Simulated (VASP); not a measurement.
SrO (rock salt): the lattice constant a from VASP (plane waves, PAW) at several levels of theory. Static lattice.  The measured value holds thermal and zero-point effects that the static calculation lacks.

| level | lattice constant a (Å) | error against measurement |
|---|---|---|
| RPBE | 5.270 | +2.1 % |
| AM05 | 5.153 | -0.1 % |
| PBE-D3(BJ) | 5.162 | +0.0 % |
| PBE-D4 | 5.174 | +0.3 % |
| optB88-vdW | 5.175 | +0.3 % |
| rev-vdW-DF2 | 5.167 | +0.1 % |
| revTPSS | 5.183 | +0.4 % |
| r2SCAN+rVV10 | 5.155 | -0.1 % |

Measured: 5.160 Å at 300 K (as given by Juan A. Santana et al., The Journal of Chemical Physics (2016), arXiv:1608.06321).

The cell of the RPBE run:

```cif
data_O4Sr4
_chemical_formula_sum 'Sr4 O4'
_space_group_name_H-M_alt 'Fm-3m'
_space_group_IT_number 225
_space_group_name_Hall '-F 4 2 3'
_cell_length_a 5.26971
_cell_length_b 5.26971
_cell_length_c 5.26971
_cell_angle_alpha 90.000
_cell_angle_beta 90.000
_cell_angle_gamma 90.000
loop_
_atom_site_label
_atom_site_type_symbol
_atom_site_symmetry_multiplicity
_atom_site_Wyckoff_symbol
_atom_site_fract_x
_atom_site_fract_y
_atom_site_fract_z
_atom_site_occupancy
Sr1 Sr 4 a 0.00000 0.00000 0.00000 1
O1 O 4 b 0.50000 0.50000 0.50000 1
```
(The calculation used a cell of 2 atoms; values per cell refer to that cell.)

Only levels that ran to the end are used. Left out are those held back, those with too coarse a band path, GW runs whose mesh misses a band edge, hybrids' fits of cells that aren't cubic and levels without matching references; a question may draw on a part of the rest.

The compound is SrO in the rock salt structure.
